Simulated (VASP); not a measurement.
Input:

```
CELL_PARAMETERS angstrom
      5.05040     0.00000     0.00000
      0.00000     5.05040     0.00000
      0.00000     0.00000     7.04006
ATOMIC_POSITIONS crystal
  Si 0.29836 0.29836 0.00000
  Si 0.79836 0.20164 0.75000
  Si 0.20164 0.79836 0.25000
  Si 0.70164 0.70164 0.50000
  O  0.23991 0.10194 0.17822
  O  0.73991 0.39806 0.57178
  O  0.26009 0.60194 0.07178
  O  0.76009 0.89806 0.67822
  O  0.89806 0.76009 0.32178
  O  0.39806 0.73991 0.42822
  O  0.60194 0.26009 0.92822
  O  0.10194 0.23991 0.82178
```

Calculation: PBE GGA, VASP's PBE PAW potentials (set 64) (plane waves; VASP). Run with 520 eV cut-off, 5×5×4 Γ-centred mesh, tetrahedra with Blöchl corrections, potentials Si O.

**Question.** Predict the energy per atom (σ→0), band gap (on the k-mesh) with the smallest direct gap where there is one.

**Answer.** 
```json
{
  "band gap (on the k-mesh)": "5.54 eV",
  "smallest direct gap (on the k-mesh)": "5.54 eV",
  "energy per atom (σ→0)": "-7912 meV/atom"
}
```

Total energies compare only between runs with the same potentials, cut-off and functional.

The compound is SiO2 in the cristobalite structure. It was relaxed first, which changed the volume by +6 %.
